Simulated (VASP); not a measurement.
# LiGeN (P6_3mc) in VASP: a series of runs

Aim: see how the results for LiGeN move with the level of theory and the settings. Levels: PBE, r2SCAN. Tasks: relaxation of cell and atoms, single point.

Program: VASP 6.6.1. These are calculated values, not measurements. Logs are shortened: lines on timing, memory, paths and dates and some standing lists are left out, and cuts for length are marked.

## (1) The crystal as given

The structure is hexagonal, space group P6_3mc (No. 186). Conventional cell: a = 3.010 Å, b = 3.010 Å, c = 9.628 Å, α = 90.00°, β = 90.00°, γ = 120.00°. Li (site symmetry 3m) has 3 N at 2.15 Å as nearest neighbours. Around Ge (site symmetry 3m) lie 3 N at 2.01 Å. N (site symmetry 3m) has 3 Ge at 2.01 Å and 3 Li at 2.15 Å as nearest neighbours.

The cell was built by a generator and needn't be a form met in nature.

## (2) Relaxation of cell and atoms, PBE

File INCAR:

```
SYSTEM = LiGeN
ALGO = Normal
EDIFF = 1E-6
EDIFFG = -0.01
ENCUT = 520
GGA = PE
IBRION = 2
ISIF = 3
ISMEAR = 0
KPAR = 4
LASPH = .True.
LCHARG = .False.
LREAL = .False.
LWAVE = .False.
NELM = 120
NSW = 90
PREC = Accurate
SIGMA = 0.03
```

File KPOINTS:

```
k-points
0
Gamma
  10 10 4
  0 0 0
```

File POSCAR:

```
LiGeN
1.0
    3.0101141200      0.0000000000      0.0000000000
   -1.5050570600      2.6068352900      0.0000000000
    0.0000000000      0.0000000000      9.6280000000
Li Ge N
2 2 2
Direct
    0.0000000000      0.0000000000      0.5035313700
    0.0000000000      0.0000000000      0.0035313700
    0.3333333300      0.6666666700      0.2670336500
    0.6666666700      0.3333333300      0.7670336500
    0.6666666700      0.3333333300      0.3723514700
    0.3333333300      0.6666666700      0.8723514700
```

Potentials or basis: VASP PAW PBE potentials, release 64 (Li_sv, Ge_d, N).

The run is started by

```console
$ cat potpaw_PBE.64/Li_sv/POTCAR potpaw_PBE.64/Ge_d/POTCAR potpaw_PBE.64/N/POTCAR > POTCAR
$ mpirun -np 4 vasp_std > vasp.out
```

OUTCAR:

```text
SYSTEM = LiGeN
   EDIFF = 1E-6
   EDIFFG = -0.01
   ENCUT = 520
   GGA = PE
   IBRION = 2
   ISIF = 3
   ISMEAR = 0
   LASPH = .True.
   LREAL = .False.
   NELM = 120
   NSW = 90
   PREC = Accurate

 ion  position               nearest neighbor table
   1  0.000  0.000  0.504-   5 2.15   5 2.15   5 2.15
   2  0.000  0.000  0.004-   6 2.15   6 2.15   6 2.15
   3  0.333  0.667  0.267-   5 2.01   5 2.01   5 2.01
   4  0.667  0.333  0.767-   6 2.01   6 2.01   6 2.01
   5  0.667  0.333  0.372-   3 2.01   3 2.01   3 2.01   1 2.15   1 2.15   1 2.15
   6  0.333  0.667  0.872-   4 2.01   4 2.01   4 2.01   2 2.15   2 2.15   2 2.15

  LATTYP: Found a hexagonal cell.
 ALAT       =     3.0101141200
 C/A-ratio  =     3.1985498277

  Lattice vectors:

 A1 = (   3.0101141200,   0.0000000000,   0.0000000000)
 A2 = (  -1.5050570600,   2.6068352900,   0.0000000000)
 A3 = (   0.0000000000,   0.0000000000,   9.6280000000)

Analysis of symmetry for initial positions (statically):
=====================================================================
 Subroutine PRICEL returns:
 Original cell was already a primitive cell.

 Routine SETGRP: Setting up the symmetry group for a
 hexagonal supercell.

 Subroutine GETGRP returns: Found 12 space group operations
 (whereof  6 operations were pure point group operations)
 out of a pool of 24 trial point group operations.

The static configuration has the point symmetry C_3v.
 The point group associated with its full space group is C_6v.

Analysis of symmetry for dynamics (positions and initial velocities):
=====================================================================
 Subroutine PRICEL returns:
 Original cell was already a primitive cell.

 Routine SETGRP: Setting up the symmetry group for a
 hexagonal supercell.

 Subroutine GETGRP returns: Found 12 space group operations
 (whereof  6 operations were pure point group operations)
 out of a pool of 24 trial point group operations.

The dynamic configuration has the point symmetry C_3v.
 The point group associated with its full space group is C_6v.

 Subroutine INISYM returns: Found 12 space group operations
 (whereof  6 operations are pure point group operations),
 and found     1 'primitive' translations

----------------------------------------------------------------------------------------

                                     Primitive cell

  volume of cell :      75.5497

  direct lattice vectors                    reciprocal lattice vectors
     3.010114120  0.000000000  0.000000000     0.332213318  0.191803449  0.000000000
    -1.505057060  2.606835290  0.000000000     0.000000000  0.383606898  0.000000000
     0.000000000  0.000000000  9.628000000     0.000000000  0.000000000  0.103863731

  length of vectors
     3.010114120  3.010114115  9.628000000     0.383606898  0.383606898  0.103863731

  position of ions in fractional coordinates (direct lattice)
     0.000000000  0.000000000  0.503531370
     0.000000000  0.000000000  0.003531370
     0.333333330  0.666666670  0.267033650
     0.666666670  0.333333330  0.767033650
     0.666666670  0.333333330  0.372351470
     0.333333330  0.666666670  0.872351470

  ion indices of the primitive-cell ions
   primitive index   ion index
                 1           1
                 2           2
                 3           3
                 4           4
                 5           5
                 6           6

----------------------------------------------------------------------------------------

 KPOINTS: k-points

Automatic generation of k-mesh.
 Grid dimensions read from file:
 generate k-points for:   10   10    4

 Generating k-lattice:

  Cartesian coordinates                     Fractional coordinates (reciprocal lattice)
     0.033221332  0.019180345  0.000000000     0.100000000  0.000000000  0.000000000
     0.000000000  0.038360690  0.000000000     0.000000000  0.100000000  0.000000000
     0.000000000  0.000000000  0.025965933     0.000000000  0.000000000  0.250000000

  Length of vectors
     0.038360690  0.038360690  0.025965933

  Shift w.r.t. Gamma in fractional coordinates (k-lattice)
     0.000000000  0.000000000  0.000000000

 Subroutine IBZKPT returns following result:
 ===========================================

 Found     42 irreducible k-points:

 Following reciprocal coordinates:
            Coordinates               Weight
  0.000000  0.000000  0.000000      1.000000
  0.100000 -0.000000  0.000000      6.000000
  0.200000 -0.000000  0.000000      6.000000
  0.300000  0.000000  0.000000      6.000000
  0.400000 -0.000000  0.000000      6.000000
  0.500000  0.000000  0.000000      3.000000
[... 16 lines left out ...]
  0.300000  0.100000  0.250000     24.000000
  0.400000  0.100000  0.250000     24.000000
 [... further k-points ...]
   k-points           NKPTS =     42   k-points in BZ     NKDIM =     42   number of bands    NBANDS=     26
   number of dos      NEDOS =    301   number of ions     NIONS =      6
   total plane-waves  NPLWV =  41472
   dimension x,y,z NGX =    24 NGY =   24 NGZ =   72
   dimension x,y,z NGXF=    48 NGYF=   48 NGZF=  144
   ions per type =               2   2   2
   NGX,Y,Z   is equivalent  to a cutoff of  13.25, 13.25, 12.43 a.u.
   NGXF,Y,Z  is equivalent  to a cutoff of  26.51, 26.51, 24.86 a.u.
 SYSTEM =  LiGeN
   PREC   = accura    normal or accurate (medium, high low for compatibility)
   ISTART =      0    job   : 0-new  1-cont  2-samecut
   ICHARG =      2    charge: 1-file 2-atom 10-const
   ISPIN  =      1    spin polarized calculation?
   LNONCOLLINEAR =      F non collinear calculations
   LSORBIT =      F    spin-orbit coupling
   LASPH  =      T    aspherical Exc in radial PAW
   ENCUT  =  520.0 eV  38.22 Ry    6.18 a.u.   5.60  5.60 17.90*2*pi/ulx,y,z
   NELM   =    120;   NELMIN=  2; NELMDL= -5     # of ELM steps
   EDIFF  = 0.1E-05   stopping-criterion for ELM
   LREAL  =      F    real-space projection
   EDIFFG = -.1E-01   stopping-criterion for IOM
   NSW    =     90    number of steps for IOM
   IBRION =      2    ionic relax: 0-MD 1-quasi-New 2-CG
   NFREE  =      1    steps in history (QN), initial steepest desc. (CG)
   ISIF   =      3    stress and relaxation
   ISYM   =      2    0-nonsym 1-usesym 2-fastsym
   POTIM  = 0.5000    time-step for ionic-motion
   TEBEG  =    0.0;   TEEND  =   0.0 temperature during run
   PSTRESS=    0.0 pullay stress
   NELECT =      44.0000    total number of electrons
   NUPDOWN=      -1.0000    fix difference up-down
   EMIN   =  10.00;   EMAX   =-10.00  energy-range for DOS
   EFERMI =   0.00;   METHOD = LEGACY
   ISMEAR =     0;   SIGMA  =   0.03  broadening in eV -4-tet -1-fermi 0-gaus
   EFERMI_NEDOS =   21; number of points for ismear=-14 and -15
   IALGO  =     38    algorithm
   IMIX   =      4    mixing-type and parameters
     AMIX     =   0.40;   BMIX     =  1.00
     AMIX_MAG =   1.60;   BMIX_MAG =  1.00
  volume/ion in A,a.u.               =      12.59        84.97
  Fermi-wavevector in a.u.,A,eV,Ry     =   1.367146  2.583531 25.430483  1.869088
  Thomas-Fermi vector in A             =   2.493224
   LORBIT       =      0    0 simple, 1 ext, 2 COOP (PROOUT), +10 PAW based schemes
   GGA     = PE    functional components
   LHFCALC =     F    Hartree Fock is set to
   AEXX    =    0.0000 exact exchange contribution
   IVDW    =     0    specifies the selected vdW correction
   LEPSILON=     F    determine dielectric tensor
   LRPA    =     F    only Hartree local field effects (RPA)
 conjugate gradient relaxation of ions
 non-spin polarized calculation
 Gauss-broadening in eV      SIGMA  =   0.03
  energy-cutoff  :      520.00
  volume of cell :       75.55
 maximum number of plane-waves:      2076
 NGX is ok and might be reduce to    24
   NGX = 11   NGY = 11   NGZ = 35

--------------------------------------- Ionic step        1  -------------------------------------------

 number of electron      44.0000054 magnetization

 Free energy of the ion-electron system (eV)
  ---------------------------------------------------
  ext. energy  EPLUGINS =         0.00000000
  ---------------------------------------------------
  free energy    TOTEN  =       -31.21819639 eV

  energy without entropy =      -31.21819639  energy(sigma->0) =      -31.21819639

------------------------ aborting loop because EDIFF is reached ----------------------------------------

  FORCE on cell =-STRESS in cart. coord.  units (eV):
  Direction    XX          YY          ZZ          XY          YZ          ZX
  --------------------------------------------------------------------------------------
  -------------------------------------------------------------------------------------
  Total       -0.1384119     -0.1384119      0.4038819      0.0000000      0.0000000      0.0000000
  in kB       -2.9352917     -2.9352917      8.5650983      0.0000000      0.0000000      0.0000000
  external PRESSURE =       0.8981716 kB  Pullay stress =       0.0000000 kB
[... 101 lines left out ...]
  FREE ENERGIE OF THE ION-ELECTRON SYSTEM (eV)
  ---------------------------------------------------
  free  energy   TOTEN  =       -31.2197155328 eV

  energy  without entropy=      -31.2197155328  energy(sigma->0) =      -31.21971553

[... ionic steps 4 to 15 ...]

--------------------------------------- Ionic step       16  -------------------------------------------

 number of electron      44.0000046 magnetization

------------------------ aborting loop because EDIFF is reached ----------------------------------------

  FORCE on cell =-STRESS in cart. coord.  units (eV):
  Direction    XX          YY          ZZ          XY          YZ          ZX
  --------------------------------------------------------------------------------------
  -------------------------------------------------------------------------------------
  Total       -0.0022468     -0.0022468     -0.0224006      0.0000000      0.0000000     -0.0000000
  in kB       -0.0473556     -0.0473556     -0.4721439      0.0000000      0.0000000     -0.0000000
  external PRESSURE =      -0.1889517 kB  Pullay stress =       0.0000000 kB
[... 65 lines left out ...]
  energy  without entropy=      -31.2201287762  energy(sigma->0) =      -31.22012878

--------------------------------------- Ionic step       18  -------------------------------------------

 number of electron      44.0000046 magnetization

 Free energy of the ion-electron system (eV)
  ---------------------------------------------------
  ext. energy  EPLUGINS =         0.00000000
  ---------------------------------------------------
  free energy    TOTEN  =       -31.22016174 eV

  energy without entropy =      -31.22016174  energy(sigma->0) =      -31.22016174

 E-fermi :   4.7005     XC(G=0): -10.2389

 val. band max:        4.4433460669   @ k =   0.2000   0.2000   0.0000
 cond. band min:       5.5910422079   @ k =   0.5000   0.0000   0.0000
 fundamental gap:      1.1476961410
 Fermi energy:         4.7005019099

 k-point     1 :       0.0000    0.0000    0.0000
  band No.  band energies     occupation
      1     -40.8610      2.00000
      2     -40.8609      2.00000
      3     -19.5387      2.00000
      4     -19.5387      2.00000
      5     -19.5387      2.00000
      6     -19.5387      2.00000
[... 685 lines left out ...]
     25       9.3801      0.00000
     26       9.7723      0.00000

 [... further k-points ...]

------------------------ aborting loop because EDIFF is reached ----------------------------------------

  FORCE on cell =-STRESS in cart. coord.  units (eV):
  Direction    XX          YY          ZZ          XY          YZ          ZX
  --------------------------------------------------------------------------------------
  -------------------------------------------------------------------------------------
  Total        0.0470645      0.0470645      0.0343146      0.0000000      0.0000000      0.0000000
  in kB        0.9922423      0.9922423      0.7234400      0.0000000      0.0000000      0.0000000
  external PRESSURE =       0.9026416 kB  Pullay stress =       0.0000000 kB
[... 21 lines left out ...]
  FREE ENERGIE OF THE ION-ELECTRON SYSTEM (eV)
  ---------------------------------------------------
  free  energy   TOTEN  =       -31.2201617362 eV

  energy  without entropy=      -31.2201617362  energy(sigma->0) =      -31.22016174

 reached required accuracy - stopping structural energy minimisation
```

Run time: 4 min. Hardware: 4 MPI ranks of Intel Xeon Platinum 8259CL at 2.50GHz (Skylake/Cascade Lake), shared host; peak memory 0.24 GiB.

These settings aren't checked as converged: the numbers below hold their error.

Results:

| Item | Value |
| --- | --- |
| Free energy | -31.2202 eV |
| Relaxed volume | 12.67 Å³/atom |
| Relaxed cell | a = 3.007 Å, b = 3.007 Å, c = 9.704 Å, α = 90.00°, β = 90.00°, γ = 120.00° |
| Space group after relaxing (to 0.05 Å) | P6_3mc (No. 186) |
| Energy gained by relaxing | 0.3 meV/atom |
| Ionic steps | 18 |
| Largest force after relaxing | 0.007 eV/Å |
| Band gap on the k mesh | 1.15 eV, indirect (least direct gap 1.98 eV) |

Caveat: the cutoff is under 1.25 times the usual one of these potentials, so pressure, stress and relaxed cells hold a basis-set (Pulay) error.

## (3) Relaxation of cell and atoms, PBE

This run uses another cell than the first one, of 12.67 Å³/atom, 1.006 times its volume.

Edit INCAR of step 2 so:

```diff
@@ -2,4 +2,4 @@
 ALGO = Normal
-EDIFF = 1E-6
-EDIFFG = -0.01
+EDIFF = 1E-7
+EDIFFG = -0.005
 ENCUT = 520
@@ -15,3 +15,4 @@
 NELM = 120
-NSW = 90
+NSW = 60
+POTIM = 0.3
 PREC = Accurate
```

KPOINTS is that of step 2.

File POSCAR:

```
LiGeN                                   
1.0
    3.0071633324      0.0000000000      0.0000000000
   -1.5035816662      2.6042798330      0.0000000000
    0.0000000000      0.0000000000      9.7038018406
  Li              Ge              N             
     2     2     2
Direct
     0.0000000000000000    0.0000000000000000    0.5030377297427308
     0.0000000000000000    0.0000000000000000    0.0030377297427308
     0.3333333300000021    0.6666666699999979    0.2676485441993325
     0.6666666699999979    0.3333333300000021    0.7676485441993323
     0.6666666699999979    0.3333333300000021    0.3722302160579342
     0.3333333300000021    0.6666666699999979    0.8722302160579344
```

Potentials or basis: VASP PAW PBE potentials, release 64 (Li_sv, Ge_d, N).

The run is started by

```console
$ cat potpaw_PBE.64/Li_sv/POTCAR potpaw_PBE.64/Ge_d/POTCAR potpaw_PBE.64/N/POTCAR > POTCAR
$ mpirun -np 4 vasp_std > vasp.out
```

Wall time 59 s (4 MPI ranks of Intel Xeon Platinum 8259CL at 2.50GHz (Skylake/Cascade Lake), shared host); peak memory 0.24 GiB.

These settings aren't checked as converged: the numbers below hold their error.

What came out:

```yaml
Free_energy: -31.2206 eV
Relaxed_volume: 12.67 Å³/atom
Relaxed_cell: a = 3.007 Å, b = 3.007 Å, c = 9.704 Å, α = 90.00°, β = 90.00°, γ = 120.00°
Space_group_after_relaxing_to_0.05_Å: P6_3mc (No. 186)
Energy_gained_by_relaxing: 0.0 meV/atom
Ionic_steps: 4
Largest_force_after_relaxing: 0.004 eV/Å
Band_gap_on_the_k_mesh: 1.15 eV, indirect (least direct gap 1.98 eV)
```

Caveat: the cutoff is under 1.25 times the usual one of these potentials, so pressure, stress and relaxed cells hold a basis-set (Pulay) error.

## (4) Single point, r2SCAN

This run uses another cell than the first one, of 12.67 Å³/atom, 1.006 times its volume.

File INCAR:

```
SYSTEM = LiGeN
ALGO = Normal
EDIFF = 1E-6
ENCUT = 520
ISIF = 2
ISMEAR = 0
KPAR = 4
LASPH = .TRUE.
LCHARG = .FALSE.
LMIXTAU = .TRUE.
LREAL = .FALSE.
LWAVE = .FALSE.
METAGGA = R2SCAN
NELM = 150
PREC = Accurate
SIGMA = 0.03
```

File KPOINTS:

```
k-points
0
G
  10 10 4
  0 0 0
```

File POSCAR:

```
LiGeN                                   
1.0
    3.0073107057      0.0000000000     -0.0000000000
   -1.5036553528      2.6044074620     -0.0000000000
    0.0000000000     -0.0000000000      9.7041511606
  Li              Ge              N             
     2     2     2
Direct
     1.0000000000000000    0.0000000000000000    0.5029233452684050
     1.0000000000000000    0.0000000000000000    0.0029233452684050
     0.3333333300000021    0.6666666699999979    0.2677063440759256
     0.6666666699999979    0.3333333300000021    0.7677063440759255
     0.6666666699999979    0.3333333300000021    0.3722868006556669
     0.3333333300000021    0.6666666699999979    0.8722868006556670
```

The run is started by

```console
$ cat potpaw_PBE.64/Li_sv/POTCAR potpaw_PBE.64/Ge_d/POTCAR potpaw_PBE.64/N/POTCAR > POTCAR
$ mpirun -np 4 vasp_std > vasp.out
```

Wall time 2.1 min (4 MPI ranks of Intel Xeon Platinum 8259CL at 2.50GHz (Skylake/Cascade Lake), shared host); peak memory 0.24 GiB.

It converged, with:

| Item | Value |
| --- | --- |
| Free energy | -53.0152 eV |
| Largest force | 0.407 eV/Å |
| Band gap on the k mesh | 1.45 eV, indirect (least direct gap 2.28 eV) |

Forces in eV/Å, atoms in the order of the input:
```
Li   0.000  0.000 -0.031
Li   0.000  0.000 -0.031
Ge   0.000  0.000  0.407
Ge   0.000  0.000  0.407
N    0.000  0.000 -0.376
N    0.000  0.000 -0.376
```

Levels at points of the mesh, in eV from the valence-band top:
| k point | band 20 | band 21 | band 22 | band 23 | band 24 | band 25 |
| --- | --- | --- | --- | --- | --- | --- |
| (0.00, 0.00, 0.00) | -1.08 | -1.08 | -0.43 | 2.92 | 4.04 | 7.26 |
| (0.50, 0.00, 0.00) | -2.69 | -1.21 | -0.83 | 1.45 | 2.51 | 5.23 |
| (0.00, 0.00, 0.50) | -1.08 | -1.08 | -1.08 | 3.62 | 3.62 | 7.53 |
| (0.50, 0.00, 0.50) | -2.71 | -1.04 | -1.04 | 2.01 | 2.01 | 5.62 |

Caveat: the cutoff is under 1.25 times the usual one of these potentials, so pressure, stress and relaxed cells hold a basis-set (Pulay) error; the PAW data sets were made with another functional, which shifts forces and pressure a little. A k mesh can miss the band edges.
